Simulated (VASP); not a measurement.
Write the native input for VASP 6.6.1 that does the following.

```yaml
Task: relaxation of cell and atoms
Functional: PBEsol
Potentials_or_basis: VASP PAW PBE potentials, release 64 (Y_sv, C, F)
Cutoff: 600 eV
k_mesh: 9 × 9 × 4
Occupations: gaussian, width 0.03 eV
Spin: no spin polarisation
Further_INCAR_settings: ALGO = Normal; EDIFF = 1e-07; IBRION = 2; EDIFFG = -0.005; NSW = 90; ISIF = 3
```

The structure of Y2CF2 lies in POSCAR:

```
Y2CF2                                   
1.0
    3.6240828234     -0.0000000000      0.0000000000
   -1.8120414117      3.1385477930      0.0000000000
    0.0000000000     -0.0000000000      6.3201399600
  Y               C               F             
     2     1     2
Direct
     0.3333333300000021    0.6666666699999979    0.2131747280918318
     0.6666666699999979    0.3333333300000021    0.7868252719081681
     0.0000000000000000    0.0000000000000000    0.0000000000000000
     0.3333333300000021    0.6666666699999979    0.6142623400794031
     0.6666666699999979    0.3333333300000021    0.3857376599205971
```

The cell comes from a database or a generator and needn't be the stable form of this composition.

The input as run:

INCAR

```
SYSTEM = Y2CF2
PREC = Accurate
ENCUT = 600
EDIFF = 1E-7
ISMEAR = 0
SIGMA = 0.03
LREAL = .FALSE.
LASPH = .TRUE.
NELM = 80
ALGO = Normal
ISIF = 3
LWAVE = .FALSE.
LCHARG = .FALSE.
GGA = PS
IBRION = 2
NSW = 90
EDIFFG = -0.005
KPAR = 2
```

KPOINTS

```
Automatic mesh
0
G
  9 9 4
  0 0 0
```

Potentials or basis: VASP PAW PBE potentials, release 64 (Y_sv, C, F).

Launch:

```console
$ cat potpaw_PBE.64/Y_sv/POTCAR potpaw_PBE.64/C/POTCAR potpaw_PBE.64/F/POTCAR > POTCAR
$ mpirun -np 2 vasp_std > vasp.out
```

It gave:

| Item | Value |
| --- | --- |
| Relaxed volume | 14.39 Å³/atom |
| Relaxed cell | a = 3.625 Å, b = 3.625 Å, c = 6.321 Å, α = 90.00°, β = 90.00°, γ = 120.00° |
| Space group after relaxing (to 0.05 Å) | P-3m1 (No. 164) |
| Energy gained by relaxing | 0.0 meV/atom |
| Ionic steps | 3 |
| Pressure after relaxing | 0.0 GPa |
| Largest force after relaxing | 0.004 eV/Å |
| Band gap on the k mesh | 1.10 eV, indirect (least direct gap 1.25 eV) |

Caveat: the PAW data sets were made with another functional, which shifts forces and pressure a little; an odd mesh through Γ misses points on the zone boundary, where band edges often lie.

Wall time 89 s on 2 MPI ranks on Intel(R) Xeon(R) Platinum 8488C (Sapphire Rapids), with other jobs on the host, peak memory 0.27 GiB a rank.
